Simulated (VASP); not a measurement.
Level of theory: PBE GGA, VASP's PBE PAW potentials (set 64) (plane waves; VASP).

A VASP calculation is set up with these files.

POSCAR:
```
WSe2
1
    1.5492791250    -2.6834262601     0.0000000000
    1.5492791250     2.6834262601     0.0000000000
    0.0000000000     0.0000000000    11.6391219465
W Se
2 4
Direct
  0.3333330000   0.6666670000   0.2500000000
  0.6666670000   0.3333330000   0.7500000000
  0.3333330000   0.6666670000   0.8965855693
  0.6666670000   0.3333330000   0.3965855693
  0.6666670000   0.3333330000   0.1034144307
  0.3333330000   0.6666670000   0.6034144307
```

File KPOINTS:
```
K-points
0
Gamma
  8 8 2
```

INCAR:
```
SYSTEM = WSe2
PREC = Accurate
ENCUT = 500
EDIFF = 1E-6
NELM = 100
ALGO = Normal
LREAL = .FALSE.
LASPH = .TRUE.
ISMEAR = 0
SIGMA = 0.05
GGA = PE
LMAXMIX = 6
LWAVE = .FALSE.
LCHARG = .FALSE.
IBRION = 2
ISIF = 3
NSW = 40
EDIFFG = -0.02
PSTRESS = 450
```

POTCAR, in this order: W_sv Se (PBE.64 set). Program: vasp_std.

Output of the run:

OUTCAR:
```
 ion  position               nearest neighbor table
   1  0.333  0.667  0.250-   4 2.47   5 2.47   4 2.47   5 2.47   4 2.47   5 2.47
   2  0.667  0.333  0.750-   3 2.47   6 2.47   3 2.47   6 2.47   3 2.47   6 2.47
   3  0.333  0.667  0.897-   2 2.47   2 2.47   2 2.47
   4  0.667  0.333  0.397-   1 2.47   1 2.47   1 2.47
   5  0.667  0.333  0.103-   1 2.47   1 2.47   1 2.47
   6  0.333  0.667  0.603-   2 2.47   2 2.47   2 2.47
  LATTYP: Found a hexagonal cell.
 ALAT       =     3.0985548729
 C/A-ratio  =     3.7563065441
 Subroutine PRICEL returns:
 Original cell was already a primitive cell.
 Subroutine GETGRP returns: Found 24 space group operations
The static configuration has the point symmetry D_3d.
 The point group associated with its full space group is D_6h.
The dynamic configuration has the point symmetry D_3d.
 Subroutine INISYM returns: Found 24 space group operations
 Subroutine IBZKPT returns following result:
 Found     20 irreducible k-points:

 Following reciprocal coordinates:
            Coordinates               Weight
  0.000000  0.000000  0.000000      1.000000
  0.125000 -0.000000  0.000000      6.000000
  0.250000 -0.000000  0.000000      6.000000
  0.375000 -0.000000  0.000000      6.000000
  0.500000 -0.000000  0.000000      3.000000
  0.125000  0.125000  0.000000      6.000000
  0.250000  0.125000  0.000000     12.000000
  0.375000  0.125000  0.000000     12.000000
  0.250000  0.250000  0.000000      6.000000
  0.375000  0.250000  0.000000      6.000000
  0.000000  0.000000  0.500000      1.000000
  0.125000 -0.000000  0.500000      6.000000
  0.250000 -0.000000  0.500000      6.000000
  0.375000 -0.000000  0.500000      6.000000
  0.500000 -0.000000  0.500000      3.000000
  0.125000  0.125000  0.500000      6.000000
  0.250000  0.125000  0.500000     12.000000
  0.375000  0.125000  0.500000     12.000000
...
```

**OSZICAR**
```
...
       N       E                     dE             d eps       ncg     rms          rms(c)
DAV:   1    -0.477085519501E+02   -0.66062E+01   -0.40621E+02  1317   0.177E+02    0.650E+01
DAV:   2    -0.357417521341E+02    0.11967E+02   -0.47244E+01  1364   0.563E+01    0.177E+01
DAV:   3    -0.328883698695E+02    0.28534E+01   -0.62877E+00  1283   0.162E+01    0.561E+00
DAV:   4    -0.326646372750E+02    0.22373E+00   -0.84479E-01  1440   0.591E+00    0.577E+00
DAV:   5    -0.325848533932E+02    0.79784E-01   -0.17262E-01  1373   0.280E+00    0.176E+00
DAV:   6    -0.325660070010E+02    0.18846E-01   -0.71539E-02  1416   0.170E+00    0.370E-01
DAV:   7    -0.325660711218E+02   -0.64121E-04   -0.56427E-03  1626   0.470E-01    0.216E-01
DAV:   8    -0.325660681238E+02    0.29980E-05   -0.31131E-04  1497   0.142E-01    0.471E-02
DAV:   9    -0.325660665251E+02    0.15987E-05   -0.23809E-05  1465   0.309E-02    0.386E-02
DAV:  10    -0.325660650190E+02    0.15061E-05   -0.19157E-06  1110   0.792E-03    0.141E-02
DAV:  11    -0.325660638822E+02    0.11368E-05   -0.47750E-07   830   0.534E-03    0.536E-03
DAV:  12    -0.325660640895E+02   -0.20728E-06   -0.12379E-07   788   0.270E-03
   2 F= -.10903306E+02 E0= -.10902692E+02  d E =0.301764E+01
       N       E                     dE             d eps       ncg     rms          rms(c)
DAV:   1    -0.513196509180E+02   -0.18754E+02   -0.29671E+02  1348   0.172E+02    0.415E+01
DAV:   2    -0.431321395411E+02    0.81875E+01   -0.75763E+01  1451   0.568E+01    0.142E+01
DAV:   3    -0.406452042746E+02    0.24869E+01   -0.21335E+01  1397   0.200E+01    0.626E+00
DAV:   4    -0.401322262850E+02    0.51298E+00   -0.21261E+00  1388   0.100E+01    0.206E+00
DAV:   5    -0.401078434308E+02    0.24383E-01   -0.27823E-01  1646   0.286E+00    0.232E+00
DAV:   6    -0.401074695837E+02    0.37385E-03   -0.67482E-02  1464   0.167E+00    0.113E+00
DAV:   7    -0.400993500954E+02    0.81195E-02   -0.29427E-02  1380   0.115E+00    0.298E-01
DAV:   8    -0.400993774523E+02   -0.27357E-04   -0.26682E-03  1467   0.346E-01    0.311E-01
DAV:   9    -0.400993316822E+02    0.45770E-04   -0.41053E-04  1461   0.147E-01    0.758E-02
DAV:  10    -0.400993040711E+02    0.27611E-04   -0.19807E-04  1499   0.689E-02    0.230E-02
DAV:  11    -0.400993048175E+02   -0.74642E-06   -0.49269E-06  1282   0.126E-02
   3 F= -.14149789E+02 E0= -.14149784E+02  d E =-.228839E+00
       N       E                     dE             d eps       ncg     rms          rms(c)
DAV:   1    -0.400224555064E+02    0.76849E-01   -0.84896E-02  1338   0.266E+00    0.768E-01
DAV:   2    -0.400199145271E+02    0.25410E-02   -0.13956E-02  1433   0.824E-01    0.199E-01
DAV:   3    -0.400193459973E+02    0.56853E-03   -0.29973E-03  1390   0.244E-01    0.723E-02
DAV:   4    -0.400192390586E+02    0.10694E-03   -0.47062E-04  1463   0.144E-01    0.586E-02
DAV:   5    -0.400192368454E+02    0.22133E-05   -0.65359E-05  1509   0.508E-02    0.409E-02
DAV:   6    -0.400192361123E+02    0.73301E-06   -0.24495E-05  1342   0.258E-02    0.101E-02
DAV:   7    -0.400192357511E+02    0.36120E-06   -0.39921E-06  1084   0.155E-02
   4 F= -.14151026E+02 E0= -.14151019E+02  d E =-.230076E+00
       N       E                     dE             d eps       ncg     rms          rms(c)
DAV:   1    -0.397844338391E+02    0.23480E+00   -0.75091E+00  1347   0.182E+01    0.229E+00
DAV:   2    -0.397070059048E+02    0.77428E-01   -0.41687E-01  1429   0.447E+00    0.101E+00
DAV:   3    -0.396840900920E+02    0.22916E-01   -0.42703E-02  1422   0.126E+00    0.875E-01
DAV:   4    -0.396815949355E+02    0.24952E-02   -0.69353E-03  1456   0.494E-01    0.653E-01
DAV:   5    -0.396803404330E+02    0.12545E-02   -0.46987E-03  1405   0.353E-01    0.749E-02
DAV:   6    -0.396802126419E+02    0.12779E-03   -0.89793E-04  1497   0.208E-01    0.441E-02
DAV:   7    -0.396802089757E+02    0.36662E-05   -0.52502E-05  1439   0.457E-02    0.265E-02
DAV:   8    -0.396802072132E+02    0.17625E-05   -0.91201E-06  1347   0.187E-02    0.328E-03
DAV:   9    -0.396802067809E+02    0.43235E-06   -0.33382E-07   767   0.424E-03
   5 F= -.14214501E+02 E0= -.14214468E+02  d E =-.634753E-01
       N       E                     dE             d eps       ncg     rms          rms(c)
DAV:   1    -0.397220406118E+02   -0.41833E-01   -0.74911E-02  1361   0.183E+00    0.229E-01
DAV:   2    -0.397212823960E+02    0.75822E-03   -0.43174E-03  1430   0.458E-01    0.108E-01
DAV:   3    -0.397210566962E+02    0.22570E-03   -0.41928E-04  1467   0.121E-01    0.855E-02
DAV:   4    -0.397210200825E+02    0.36614E-04   -0.88545E-05  1405   0.579E-02    0.673E-02
DAV:   5    -0.397210065837E+02    0.13499E-04   -0.39257E-05  1454   0.324E-02    0.838E-03
DAV:   6    -0.397210044238E+02    0.21599E-05   -0.10910E-05  1441   0.231E-02    0.376E-03
DAV:   7    -0.397210044338E+02   -0.99662E-08   -0.47802E-07   746   0.483E-03
   6 F= -.14215311E+02 E0= -.14215284E+02  d E =-.642857E-01
       N       E                     dE             d eps       ncg     rms          rms(c)
DAV:   1    -0.396954483278E+02    0.25556E-01   -0.74344E-01  1291   0.590E+00    0.682E-01
DAV:   2    -0.396848509284E+02    0.10597E-01   -0.10004E-01  1498   0.183E+00    0.421E-01
DAV:   3    -0.396822671730E+02    0.25838E-02   -0.76322E-03  1491   0.504E-01    0.194E-01
DAV:   4    -0.396813184384E+02    0.94873E-03   -0.33174E-03  1409   0.325E-01    0.601E-02
DAV:   5    -0.396813095117E+02    0.89268E-05   -0.14125E-04  1402   0.712E-02    0.328E-02
DAV:   6    -0.396813065359E+02    0.29758E-05   -0.64518E-05  1540   0.480E-02    0.279E-02
DAV:   7    -0.396813028169E+02    0.37190E-05   -0.27041E-05  1465   0.303E-02    0.800E-03
DAV:   8    -0.396813022312E+02    0.58568E-06   -0.24011E-06  1026   0.905E-03
   7 F= -.14219739E+02 E0= -.14219548E+02  d E =-.442782E-02
       N       E                     dE             d eps       ncg     rms          rms(c)
DAV:   1    -0.396801533853E+02    0.11494E-02   -0.51351E-04  1291   0.155E-01    0.180E-02
DAV:   2    -0.396801463249E+02    0.70604E-05   -0.71296E-05  1503   0.489E-02    0.108E-02
DAV:   3    -0.396801445728E+02    0.17521E-05   -0.53193E-06  1226   0.134E-02    0.500E-03
DAV:   4    -0.396801438638E+02    0.70900E-06   -0.22438E-06   903   0.876E-03
   8 F= -.14219743E+02 E0= -.14219543E+02  d E =-.443162E-02
       N       E                     dE             d eps       ncg     rms          rms(c)
DAV:   1    -0.397554824509E+02   -0.75338E-01   -0.75345E-02  1317   0.247E+00    0.744E-01
DAV:   2    -0.397534707790E+02    0.20117E-02   -0.98889E-03  1405   0.716E-01    0.189E-01
DAV:   3    -0.397529944775E+02    0.47630E-03   -0.27250E-03  1411   0.237E-01    0.718E-02
DAV:   4    -0.397528863767E+02    0.10810E-03   -0.44408E-04  1464   0.136E-01    0.454E-02
DAV:   5    -0.397528759155E+02    0.10461E-04   -0.57577E-05  1493   0.479E-02    0.417E-02
DAV:   6    -0.397528701942E+02    0.57212E-05   -0.15694E-05  1336   0.224E-02    0.961E-03
DAV:   7    -0.397528697359E+02    0.45833E-06   -0.41057E-06  1175   0.160E-02
   9 F= -.14219264E+02 E0= -.14219095E+02  d E =0.479070E-03
       N       E                     dE             d eps       ncg     rms          rms(c)
DAV:   1    -0.396997466741E+02    0.53124E-01   -0.42455E-02  1317   0.185E+00    0.564E-01
DAV:   2    -0.396986042054E+02    0.11425E-02   -0.55730E-03  1405   0.539E-01    0.142E-01
DAV:   3    -0.396983440775E+02    0.26013E-03   -0.15173E-03  1418   0.178E-01    0.536E-02
DAV:   4    -0.396982900928E+02    0.53985E-04   -0.24823E-04  1471   0.102E-01    0.346E-02
DAV:   5    -0.396982901564E+02   -0.63590E-07   -0.32170E-05  1477   0.360E-02    0.314E-02
DAV:   6    -0.396982918262E+02   -0.16698E-05   -0.86428E-06  1313   0.167E-02    0.703E-03
DAV:   7    -0.396982916350E+02    0.19123E-06   -0.21292E-06   794   0.120E-02
  10 F= -.14219800E+02 E0= -.14219608E+02  d E =-.574863E-04
```

### OUTCAR
```
------------------------ aborting loop because EDIFF is reached ----------------------------------------
  FORCE on cell =-STRESS in cart. coord.  units (eV):
  Direction    XX          YY          ZZ          XY          YZ          ZX
  --------------------------------------------------------------------------------------
  Total       25.4958440     25.4956876     25.4781252      0.0000000      0.0000000      0.0000000
  in kB      450.3064847    450.3037234    449.9935370      0.0000000      0.0000000      0.0000000
  external PRESSURE =       0.2012484 kB  Pullay stress =     450.0000000 kB
  volume of cell :       90.71
      direct lattice vectors                 reciprocal lattice vectors
     1.514591616 -2.623341588  0.000000000     0.330121991 -0.190596605 -0.000000000
     1.514591616  2.623341588 -0.000000000     0.330121991  0.190596605 -0.000000000
     0.000000000 -0.000000000 11.415406616    -0.000000000  0.000000000  0.087600909
 POSITION                                       TOTAL-FORCE (eV/Angst)
 -----------------------------------------------------------------------------------
      1.51459      0.87445      2.85385         0.000000      0.000000     -0.000000
      1.51459     -0.87445      8.56155         0.000000     -0.000000     -0.000000
      1.51459      0.87445     10.27248        -0.000000      0.000000     -0.003074
      1.51459     -0.87445      4.56477        -0.000000      0.000000     -0.003074
      1.51459     -0.87445      1.14293        -0.000000      0.000000      0.003074
      1.51459      0.87445      6.85063        -0.000000     -0.000000      0.003074
 -----------------------------------------------------------------------------------
    total drift:                                0.000000      0.000924     -0.000035
  FREE ENERGIE OF THE ION-ELECTRON SYSTEM (eV)
  ---------------------------------------------------
  free  energy   TOTEN  =       -39.6982916350 eV

  energy  without entropy=      -39.6979075811  energy(sigma->0) =      -39.69809961
  enthalpy is  TOTEN    =       -14.2198004839 eV   P V=       25.4784911510

 reached required accuracy - stopping structural energy minimisation
```
(Selected blocks of OUTCAR.)

CONTCAR:
```
WSe2
   1.00000000000000
     1.5145916157316799   -2.6233415879933628    0.0000000000000000
     1.5145916157316799    2.6233415879933628   -0.0000000000000000
     0.0000000000000000   -0.0000000000000000   11.4154066164066208
  W               Se
     2     4
Direct
     0.3333330000000032    0.6666669999999968    0.2500000000000000
     0.6666669999999968    0.3333330000000032    0.7500000000000000
     0.3333330000000032    0.6666669999999968    0.8998781525303633
     0.6666669999999968    0.3333330000000032    0.3998781525303635
     0.6666669999999968    0.3333330000000032    0.1001218474696366
     0.3333330000000032    0.6666669999999968    0.6001218474696367
```

Energy and stress use the plane-wave basis of the starting cell. Without a dispersion term in the relaxation, distances and binding between the weakly bound layers, chains or molecules are unreliable, and so is what depends on them.

The compound is WSe2 in the 2H layered structure. This run relaxes it under an external pressure of 45 GPa. Symmetry was kept, so distortions that lower it aren't found.
